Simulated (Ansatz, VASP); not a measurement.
## Ag (Ag wire along [100], 12 atoms a period) in two plane-wave programs

One calculation is typed for both programs; each brings its own data sets. How far apart do they land? Of the first pair: The structure shown is the start of the Ansatz relaxation below; VASP solves that cell, so the two are compared at the walk's first step.

Program: Ansatz 0.2.0. Level of theory: plane waves, with VASP 6.6.1 beside it; single point at PBE. Results are calculated unless marked as measured.

### Step 1. Starting point

The cell holds 12 atoms: 12 Ag. Cell: a = 13.025 Å, b = 13.025 Å, c = 4.150 Å, α = 90.0°, β = 90.0°, γ = 90.0°. Vacuum lies along a and b. The structure's axis is c.

### Step 2. Ansatz: relaxation, PBE

Ansatz runs on its PAW soft_1 files.

The two programs are compared at the cell with which this relaxation starts, whose forces are those of its first step.

The input, input.yaml:

```yaml
crystal:
  lattice:
    - [13.025, 0.0, 0.0]
    - [0.0, 13.025, 0.0]
    - [0.0, 0.0, 4.15]
  atoms:
    - { symbol: Ag, position: [0.261036468, 0.579654511, 0.0] }
    - { symbol: Ag, position: [0.420345489, 0.420345489, 0.0] }
    - { symbol: Ag, position: [0.420345489, 0.738963532, 0.0] }
    - { symbol: Ag, position: [0.579654511, 0.261036468, 0.0] }
    - { symbol: Ag, position: [0.579654511, 0.579654511, 0.0] }
    - { symbol: Ag, position: [0.738963532, 0.420345489, 0.0] }
    - { symbol: Ag, position: [0.261036468, 0.420345489, 0.5] }
    - { symbol: Ag, position: [0.420345489, 0.261036468, 0.5] }
    - { symbol: Ag, position: [0.420345489, 0.579654511, 0.5] }
    - { symbol: Ag, position: [0.579654511, 0.420345489, 0.5] }
    - { symbol: Ag, position: [0.579654511, 0.738963532, 0.5] }
    - { symbol: Ag, position: [0.738963532, 0.579654511, 0.5] }
kpoints:
  mp_grid: { grid: [1, 1, 20] }
scf:
  occupations: { method: fermi_dirac, width: 0.05 }
hamiltonian:
  xc: pbe
  pseudopotentials: { kind: paw, azcp: { folder: soft_1 } }
relax:
  cell: { fix: [a, b, alpha, beta, gamma] }
  max_steps: 45
  f_tol: 0.03
```

Run with:

```bash
$ ansatz run input.yaml --threads 4 --pin off --max-ram 16384MiB --backend cpu --events-out ev --progress --plain --runs-dir out
```

Numbers of over 12 decimals in the logs are rounded to 6 here.

Output:

```text
Engine: ansatz 0.2.0, aarch64-unknown-linux-gnu
Pseudopotentials: kind: paw
Pseudopotential: Ag, paw, valence charge 19, recommended cutoff 420 eV (normal), soft_1/Ag.paw.azcp
Functional definition: PBE
  parameter kappa = 0.804
  parameter beta = 0.066725
  exchange = pbe_x(kappa = kappa, mu = beta*pi^2/3)
  correlation = pbe_c(beta = beta)
Crystal: 12 atoms, lattice volume = 704.050 Å³
Basis set: ecut = 420 eV, 13677 PW (Γ), exchange–correlation on 180×180×60 points (8 copies of the dense FFT grid, shifted against one another)
Bands: 137, of which v1, the nominal top of the filled ones, is band 114 counted from 1 (113 counted from 0)
Symmetry: 16 space group operations
Space group: P42/mcm (ITA 132), of the structure as read, at distance tolerance 8.9e-5 Å
k-points: 11 of 20
Non-local potential: Ag, projectors of the file, l = 0: 3, l = 1: 2, l = 2: 2, l = 3: 1
PAW form: soft (Blöchl's): semilocal exchange-correlation on the pseudo side does not see the compensation charge
PAW one-centre angular grid: Ag, 590 points (default); XC on 64 Gauss nodes
Initial density: superposition of atomic densities (neutral atoms: chi_scale 0, normalization atom)
Initial wavefunctions: pseudopotential atomic-orbital guess
Functional: x = pbe(κ = 0.804, μ = 0.219515), c = pbe(β = 0.066725)
SCF iter   1: F=—  HF=-91082.941363 eV  |F-HF|=—  |Δ(HF+E_count)|=         —  Δρ=2.65e-2  dr2=7.54e0  ethr=3.10e-3  ⟨swp⟩=6.5  Hψ=5740  notcnv=0  defer=54
preconditioner: auto → LDOS  [metal: Δε(μ)=0.053 eV  Ē_g=7.453 eV  σ=0.050 eV  W_gap=0.25  n_scr=142 (ndim 8)  ℏωp=16.1 eV  f_vac=0.593  D(μ)=3.30/eV (n_scr^D=8)  β→1.0]
SCF iter   2: F=—  HF=-91084.574497 eV  |F-HF|=—  |Δ(HF+E_count)|=    1.63e0  Δρ=4.12e-2  dr2=1.17e1  ethr=3.10e-3  ⟨swp⟩=3.0  Hψ=3238  notcnv=0  defer=144
SCF iter   3: F=—  HF=-91081.096330 eV  |F-HF|=—  |Δ(HF+E_count)|=    3.48e0  Δρ=7.92e-3  dr2=3.96e-1  ethr=3.10e-3  ⟨swp⟩=2.2  Hψ=2914  notcnv=0  defer=143
SCF iter   4: F=—  HF=-91081.001731 eV  |F-HF|=—  |Δ(HF+E_count)|=   9.46e-2  Δρ=1.63e-3  dr2=1.89e-2  ethr=1.74e-4  ⟨swp⟩=2.8  Hψ=2687  notcnv=0  defer=143
SCF iter   5: F=—  HF=-91080.997836 eV  |F-HF|=—  |Δ(HF+E_count)|=   3.90e-3  Δρ=4.20e-4  dr2=1.27e-3  ethr=8.28e-6  ⟨swp⟩=2.0  Hψ=2602  notcnv=0  defer=143
SCF iter   6: F=—  HF=-91080.998179 eV  |F-HF|=—  |Δ(HF+E_count)|=   3.43e-4  Δρ=1.55e-4  dr2=2.72e-4  ethr=5.55e-7  ⟨swp⟩=2.0  Hψ=2092  notcnv=0  defer=143
SCF iter   7: F=—  HF=-91080.998168 eV  |F-HF|=—  |Δ(HF+E_count)|=   1.08e-5  Δρ=4.17e-5  dr2=1.10e-5  ethr=1.19e-7  ⟨swp⟩=2.0  Hψ=2036  notcnv=0  defer=143
SCF iter   8: F=—  HF=-91080.998419 eV  |F-HF|=—  |Δ(HF+E_count)|=   2.51e-4  Δρ=1.14e-5  dr2=9.21e-7  ethr=4.84e-9  ⟨swp⟩=2.0  Hψ=2152  notcnv=0  defer=143
SCF iter   9: F=—  HF=-91080.998420 eV  |F-HF|=—  |Δ(HF+E_count)|=   1.17e-6  Δρ=3.65e-6  dr2=1.78e-7  ethr=4.39e-11  ⟨swp⟩=5.0  Hψ=5479  notcnv=0
SCF iter  10: F=-91080.998420 eV  HF=-91080.998420 eV  |F-HF|=5.63e-9  |Δ(HF+E_count)|=   1.40e-9  Δρ=1.24e-6  dr2=9.75e-9  ethr=4.39e-11  ⟨swp⟩=4.0  Hψ=4656  notcnv=0
SCF 1 converged in 10 iterations: F = -91080.998420 eV  dr2 = 9.75e-9
  greatest PAW one-centre occupation: 1.001 electrons in one spin orbital (limit 2), on the Ag atom at site 4 (counted from 0), in its partial waves of l = 0
relax step   1: F+E_penalty+E_count = -91080.99842045 eV  Δ(F+E_penalty+E_count) = +0.000e0 eV  max|allowed force component| = 3.697e-1 eV/Å  Δτ_max = 0.0000 Å  P = -1.351 GPa  Ω = 704.050 Å³  fix = [a, b, alpha, beta, gamma]  reactions: a -1.169, b -1.169 GPa  (10 SCF iters, dr2 threshold 1.00e-7 eV, accepted)
[...]
relax step   4: F+E_penalty+E_count = -91081.29837019 eV  Δ(F+E_penalty+E_count) = -9.814e-3 eV  max|allowed force component| = 1.895e-2 eV/Å  Δτ_max = 0.0151 Å  P = -0.125 GPa  Ω = 673.924 Å³  energy of the carried Pulay correction = +4.573e-3 eV  fix = [a, b, alpha, beta, gamma]  reactions: a -0.101, b -0.101 GPa  (6 SCF iters, dr2 threshold 1.59e-7 eV, accepted)
[...]
relax step   5: F+E_penalty+E_count = -91081.30588794 eV  Δ(F+E_penalty+E_count) = -7.518e-3 eV  max|allowed force component| = 1.940e-3 eV/Å  Δτ_max = 0.0226 Å  P = -0.064 GPa  Ω = 664.154 Å³  energy of the carried Pulay correction = +6.126e-3 eV  fix = [a, b, alpha, beta, gamma]  reactions: a -0.094, b -0.094 GPa  (7 SCF iters, dr2 threshold 7.53e-8 eV, accepted)
[...]
relax step   6: F+E_penalty+E_count = -91081.29932071 eV  Δ(F+E_penalty+E_count) = +6.567e-3 eV  max|allowed force component| = 1.579e-3 eV/Å  Δτ_max = 0.0000 Å  P = -0.061 GPa  Ω = 664.154 Å³  fix = [a, b, alpha, beta, gamma]  reactions: a -0.090, b -0.090 GPa  stress off target by 2.37e-3 GPa on what of the cell is left free  SCF on the basis re-selected at this cell (its energy is not comparable with the rows above)  (7 SCF iters)
basis re-selected at this cell: Δ(F+E_penalty+E_count) = +6.567e-3 eV, ΔP = +0.003 GPa vs the last step (what re-selecting the basis moved, of the pressure what is left beyond the Pulay correction that the steps carried, after the strain that the cell walked since its last selection, with what the two solves' SCF thresholds leave and, on support functions, any second-order correction that the steps lacked; it is no measure of the basis error at this ecutwfc). The dense FFT grid was sized anew with the basis: this SCF ran on 90×90×27 points, the steps before it on 90×90×30, so part of this shift can come from that change (see relax.cell in the input reference). [rest of the remark cut]
SCF converged after 7 iterations
Free energy (F): -91081.299321 eV
Harris-Foulkes:  -91081.299321 eV  (|F-HF|=0.00e0)
Internal energy: -91081.278753 eV  (E = F + TS)
E sigma→0 (E₀):  -91081.289037 eV
Entropy (-TS):   -0.020567 eV (-1.714 meV/atom)
Fermi energy:    2.735242 eV
--- Per-component energies (eV) ---
  E_band       = -6110.574468
  E_kinetic    = 5615.831740
  E_local      = -129506.169980  (includes V_loc(G=0)·N_el)
  E_nonlocal   = 387.529247
  E_hartree    = 62908.815262
  E_xc         = -1897.226922
  E_vxc        = -2399.295020  (∫ρ·V_xc dr)
  E_paw        = -47478.526436  (= ΣΔE_a)
  E_vpaw       = -6026.104359  (= ΣTr[D̂ρ^β])
  E_aug_tail   = 0.004482  (compensation charges beyond the density's cutoff)
  E_ewald      = 18888.463853
  E_smearing   = -0.020567  (= −TS)
  E_closure    = -0.000000  (closes the sum)
  Σ components = -91081.299321   (vs F -91081.299321, Δ=0.00e0)
--- Forces (eV/Å), atoms counted from 1 ---
  atom   1  Ag    -0.00131473    -0.00052135     0.00000000
  atom   2  Ag    -0.00157898    -0.00157898     0.00000000
  atom   3  Ag     0.00052135     0.00131473     0.00000000
  atom   4  Ag    -0.00052135    -0.00131473     0.00000000
  atom   5  Ag     0.00157898     0.00157898     0.00000000
  atom   6  Ag     0.00131473     0.00052135     0.00000000
  atom   7  Ag    -0.00131473     0.00052135     0.00000000
  atom   8  Ag     0.00052135    -0.00131473     0.00000000
  atom   9  Ag    -0.00157898     0.00157898     0.00000000
  atom  10  Ag     0.00157898    -0.00157898     0.00000000
  atom  11  Ag    -0.00052135     0.00131473     0.00000000
  atom  12  Ag     0.00131473    -0.00052135     0.00000000
  max |Σ_I F_I| component: 7.59e-19 eV/Å
--- Stress (GPa, compression-positive) ---
       -0.090157       0.000000       0.000000
        0.000000      -0.090157       0.000000
        0.000000       0.000000      -0.002367
  P = ⅓ Tr σ = -0.0609 GPa (-0.609 kbar)
--- Relaxed structure (5 steps of the walk, 5 accepted, 1 SCFs on fresh bases) ---
  F+E_penalty+E_count = -91081.29932071 eV   max|allowed force component| = 1.579e-3 eV/Å   (the final SCF, on the basis selected at the relaxed cell)
  cell:  # Å, volume = 664.1539 Å³
    - [13.025, 0.0, 0.0]
    - [0.0, 13.025, 0.0]
    - [0.0, 0.0, 3.914833]
  atoms:
    - { symbol: Ag, position: [0.262686, 0.579025, 0.0] }
    - { symbol: Ag, position: [0.418163, 0.418163, 0.0] }
    - { symbol: Ag, position: [0.420975, 0.737314, 0.0] }
    - { symbol: Ag, position: [0.579025, 0.262686, 0.0] }
    - { symbol: Ag, position: [0.581837, 0.581837, 0.0] }
    - { symbol: Ag, position: [0.737314, 0.420975, 0.0] }
    - { symbol: Ag, position: [0.262686, 0.420975, 0.5] }
    - { symbol: Ag, position: [0.420975, 0.262686, 0.5] }
    - { symbol: Ag, position: [0.418163, 0.581837, 0.5] }
    - { symbol: Ag, position: [0.581837, 0.418163, 0.5] }
    - { symbol: Ag, position: [0.579025, 0.737314, 0.5] }
    - { symbol: Ag, position: [0.737314, 0.579025, 0.5] }
```

### Step 3. VASP: single point, PBE, start cell, pair 1

The same cell, functional, mesh and smearing now go to VASP, with its own data sets.

Lines of VASP's logs that name or quote its potential files are left out, and so is its time.

The input, INCAR:

```
SYSTEM = Ag
PREC = Accurate
ENCUT = 400
EDIFF = 1E-06
NELM = 120
ISMEAR = -1
SIGMA = 0.05
LREAL = .FALSE.
ALGO = Normal
GGA = PE
NBANDS = 81
LASPH = .TRUE.
LORBIT = 11
LWAVE = .FALSE.
LCHARG = .FALSE.
ISIF = 2
GGA_COMPAT = .FALSE.
KPAR = 2
```

The input, POSCAR:

```
Ag
1.0
   13.0250000000      0.0000000000      0.0000000000
    0.0000000000     13.0250000000      0.0000000000
    0.0000000000      0.0000000000      4.1500000000
Ag
12
Direct
    0.2610364683      0.5796545106      0.0000000000
    0.4203454894      0.4203454894      0.0000000000
    0.4203454894      0.7389635317      0.0000000000
    0.5796545106      0.2610364683      0.0000000000
    0.5796545106      0.5796545106      0.0000000000
    0.7389635317      0.4203454894      0.0000000000
    0.2610364683      0.4203454894      0.5000000000
    0.4203454894      0.2610364683      0.5000000000
    0.4203454894      0.5796545106      0.5000000000
    0.5796545106      0.4203454894      0.5000000000
    0.5796545106      0.7389635317      0.5000000000
    0.7389635317      0.5796545106      0.5000000000
```

The input, KPOINTS:

```
Automatic mesh
0
Gamma
1 1 20
0 0 0
```

PAW data sets: Ag (PBE family, release 64).

Run with:

```bash
$ mpirun -np 2 vasp_std
```

Output:

```text
[banner, memory and clock lines left out]
running    2 mpi-ranks, on    1 nodes
 distrk:  each k-point on    1 cores,    2 groups
 distr:  one band on    1 cores,    1 groups

 POSCAR found type information on POSCAR Ag
 POSCAR found :  1 types and      12 ions
 LDA part: xc-table for (Slater+PW92), standard interpolation
 POSCAR, INCAR and KPOINTS ok, starting setup
 FFT: planning ... GRIDC
 FFT: planning ... GRID_SOFT
 FFT: planning ... GRID
 WAVECAR not read
 entering main loop
       N       E                     dE             d eps       ncg     rms          rms(c)
DAV:   1     0.705814693847E+03    0.70581E+03   -0.49394E+04  1798   0.110E+03
DAV:   2     0.858994581616E+01   -0.69722E+03   -0.64618E+03  2023   0.248E+02
DAV:   3    -0.277164403895E+02   -0.36306E+02   -0.35567E+02  1942   0.528E+01
DAV:   4    -0.283029592312E+02   -0.58652E+00   -0.58547E+00  1962   0.696E+00
DAV:   5    -0.283148518542E+02   -0.11893E-01   -0.11885E-01  2041   0.101E+00    0.112E+01
DAV:   6    -0.264233732962E+02    0.18915E+01   -0.64477E+00  1789   0.109E+01    0.745E+00
DAV:   7    -0.263046144819E+02    0.11876E+00   -0.32234E-01  1851   0.207E+00    0.387E+00
DAV:   8    -0.262847267551E+02    0.19888E-01   -0.43969E-02  1888   0.113E+00    0.608E-01
DAV:   9    -0.262835509952E+02    0.11758E-02   -0.34969E-03  1909   0.455E-01    0.168E-01
DAV:  10    -0.262833168046E+02    0.23419E-03   -0.12486E-03  1862   0.112E-01    0.632E-02
DAV:  11    -0.262830391898E+02    0.27761E-03   -0.16087E-03  1818   0.135E-01    0.406E-02
DAV:  12    -0.262831188591E+02   -0.79669E-04   -0.15994E-04  1874   0.105E-01    0.266E-02
DAV:  13    -0.262832863469E+02   -0.16749E-03   -0.85901E-05  1820   0.321E-02    0.964E-03
DAV:  14    -0.262833733174E+02   -0.86970E-04   -0.15936E-05  1853   0.119E-02    0.596E-03
DAV:  15    -0.262834758103E+02   -0.10249E-03   -0.47403E-06  1240   0.562E-03    0.463E-03
DAV:  16    -0.262835819492E+02   -0.10614E-03   -0.12919E-05  1278   0.722E-03    0.249E-03
DAV:  17    -0.262835884243E+02   -0.64751E-05   -0.15609E-06  1206   0.284E-03    0.117E-03
DAV:  18    -0.262835888974E+02   -0.47315E-06   -0.17354E-07  1122   0.228E-03
   1 F= -.26283589E+02 E0= -.26270609E+02  d E =-.259598E-01
```

OUTCAR, selected parts (step 3):

```text
ion  position               nearest neighbor table
   1  0.261  0.580  0.000-   3 2.93   9 2.93   9 2.93   2 2.93   7 2.93   7 2.93
   2  0.420  0.420  0.000-   7 2.93   8 2.93   7 2.93   8 2.93   1 2.93   4 2.93   9 2.93  10 2.93
                             9 2.93  10 2.93   5 2.93
   3  0.420  0.739  0.000-   1 2.93   9 2.93   9 2.93   5 2.93  11 2.93  11 2.93
   4  0.580  0.261  0.000-   6 2.93  10 2.93  10 2.93   2 2.93   8 2.93   8 2.93
   5  0.580  0.580  0.000-  11 2.93  12 2.93  11 2.93  12 2.93   3 2.93   6 2.93   9 2.93  10 2.93
                             9 2.93  10 2.93   2 2.93
   6  0.739  0.420  0.000-   4 2.93  10 2.93  10 2.93   5 2.93  12 2.93  12 2.93
   7  0.261  0.420  0.500-   8 2.93   2 2.93   2 2.93   9 2.93   1 2.93   1 2.93
   8  0.420  0.261  0.500-   7 2.93   2 2.93   2 2.93  10 2.93   4 2.93   4 2.93
   9  0.420  0.580  0.500-   1 2.93   3 2.93   1 2.93   3 2.93   7 2.93  11 2.93   2 2.93   2 2.93
                             5 2.93   5 2.93  10 2.93
  10  0.580  0.420  0.500-   4 2.93   6 2.93   4 2.93   6 2.93   8 2.93  12 2.93   2 2.93   5 2.93
                             5 2.93   2 2.93   9 2.93
  11  0.580  0.739  0.500-  12 2.93   5 2.93   5 2.93   9 2.93   3 2.93   3 2.93
  12  0.739  0.580  0.500-  11 2.93   5 2.93   5 2.93  10 2.93   6 2.93   6 2.93

  LATTYP: Found a simple tetragonal cell.
 ALAT       =    13.0250000000
 C/A-ratio  =     0.3186180422

 Subroutine GETGRP returns: Found 16 space group operations
 (whereof  8 operations were pure point group operations)

The static configuration has the point symmetry D_2h.
 The point group associated with its full space group is D_4h.

 Found     11 irreducible k-points:

   k-points           NKPTS =     11   k-points in BZ     NKDIM =     11   number of bands    NBANDS=     81

   dimension x,y,z NGX =    90 NGY =   90 NGZ =   28
   dimension x,y,z NGXF=   180 NGYF=  180 NGZF=   56

   ENCUT  =  400.0 eV  29.40 Ry    5.42 a.u.  21.24 21.24  6.77*2*pi/ulx,y,z

   NELECT =     132.0000    total number of electrons

 k-points in reciprocal lattice and weights: Automatic mesh
   0.00000000  0.00000000  0.00000000       0.050
   0.00000000  0.00000000  0.05000000       0.100
   0.00000000  0.00000000  0.10000000       0.100
   0.00000000  0.00000000  0.15000000       0.100
   0.00000000  0.00000000  0.20000000       0.100
   0.00000000  0.00000000  0.25000000       0.100
   0.00000000  0.00000000  0.30000000       0.100
   0.00000000  0.00000000  0.35000000       0.100
   0.00000000  0.00000000  0.40000000       0.100
   0.00000000  0.00000000  0.45000000       0.100
   0.00000000  0.00000000  0.50000000       0.050

 average (electrostatic) potential at core
       1 -79.0859       2 -79.4141       3 -79.0859       4 -79.0859       5 -79.4141
       6 -79.0859       7 -79.0859       8 -79.0859       9 -79.4141      10 -79.4141
      11 -79.0859      12 -79.0859

 E-fermi :  -0.2754

 k-point     1 :       0.0000    0.0000    0.0000
  band No.  band energies     occupation
    ...
     62      -3.2165      2.00000
     63      -3.2022      2.00000
     64      -2.3912      2.00000
     65      -1.5425      2.00000
     66      -1.4221      2.00000
     67       0.0877      0.00140
     68       0.0877      0.00140
     69       0.8863      0.00000
     70       0.8863      0.00000
     71       1.6335      0.00000
    ...

 k-point     2 :       0.0000    0.0000    0.0500
  band No.  band energies     occupation
    ...
     62      -3.2385      2.00000
     63      -3.2064      2.00000
     64      -2.3534      2.00000
     65      -1.5258      2.00000
     66      -1.3989      2.00000
     67       0.1141      0.00083
     68       0.1141      0.00083
     69       0.9089      0.00000
     70       0.9089      0.00000
     71       1.6737      0.00000
    ...

 k-point     3 :       0.0000    0.0000    0.1000
  band No.  band energies     occupation
    ...
     62      -3.2984      2.00000
     63      -3.2184      2.00000
     64      -2.2456      2.00000
     65      -1.4753      2.00000
     66      -1.3300      2.00000
     67       0.1921      0.00017
     68       0.1921      0.00017
     69       0.9759      0.00000
     70       0.9759      0.00000
     71       1.7912      0.00000
    ...

  Total       -5.8069829     -5.8069829     -8.2033310      0.0000000      0.0000000      0.0000000
  in kB      -13.2147079    -13.2147079    -18.6679771      0.0000000      0.0000000      0.0000000
  external PRESSURE =     -15.0324643 kB  Pullay stress =       0.0000000 kB

  energy-cutoff  :      400.00
  volume of cell :      704.05
      direct lattice vectors                 reciprocal lattice vectors
    13.025000000  0.000000000  0.000000000     0.076775432  0.000000000  0.000000000
     0.000000000 13.025000000  0.000000000     0.000000000  0.076775432  0.000000000
     0.000000000  0.000000000  4.150000000     0.000000000  0.000000000  0.240963855

 POSITION                                       TOTAL-FORCE (eV/Angst)
 -----------------------------------------------------------------------------------
      3.40000      7.55000      0.00000         0.373693     -0.223983     -0.000000
      5.47500      5.47500      0.00000        -0.191320     -0.191320      0.000000
      5.47500      9.62500      0.00000         0.223983     -0.373693      0.000000
      7.55000      3.40000      0.00000        -0.223983      0.373693      0.000000
      7.55000      7.55000      0.00000         0.191320      0.191320      0.000000
      9.62500      5.47500      0.00000        -0.373693      0.223983      0.000000
      3.40000      5.47500      2.07500         0.373693      0.223983      0.000000
      5.47500      3.40000      2.07500         0.223983      0.373693     -0.000000
      5.47500      7.55000      2.07500        -0.191320      0.191320      0.000000
      7.55000      5.47500      2.07500         0.191320     -0.191320      0.000000
      7.55000      9.62500      2.07500        -0.223983     -0.373693      0.000000
      9.62500      7.55000      2.07500        -0.373693     -0.223983     -0.000000
 -----------------------------------------------------------------------------------
    total drift:                               -0.000000     -0.000000     -0.000000

  FREE ENERGIE OF THE ION-ELECTRON SYSTEM (eV)
  ---------------------------------------------------
  free  energy   TOTEN  =       -26.2835888974 eV

  energy  without entropy=      -26.2576290706  energy(sigma->0) =      -26.27060898

 total charge
# of ion       s       p       d       tot
------------------------------------------
    1        0.401   0.126   9.229   9.756
    2        0.389   0.252   9.164   9.805
    3        0.401   0.126   9.229   9.756
    4        0.401   0.126   9.229   9.756
    5        0.389   0.252   9.164   9.805
    6        0.401   0.126   9.229   9.756
    7        0.401   0.126   9.229   9.756
    8        0.401   0.126   9.229   9.756
    9        0.389   0.252   9.164   9.805
   10        0.389   0.252   9.164   9.805
   11        0.401   0.126   9.229   9.756
   12        0.401   0.126   9.229   9.756
--------------------------------------------------
tot          4.763   2.016 110.492 117.270

[... 3 further parts left out ...]
```

[end of part 1 of 2]

[Lines on the potential files, build, host, timing and source positions are cut from VASP's logs without a mark.]

[Logs are printed without paths, hosts, clocks, repeated set-up lines and the standing remarks that a program may print on its own settings, such as how far it seeks lower states.]

[Hosts, paths, dates, database ids (printed as entryN), source tags and the programs' standing remarks are cut or masked in the printed files.]
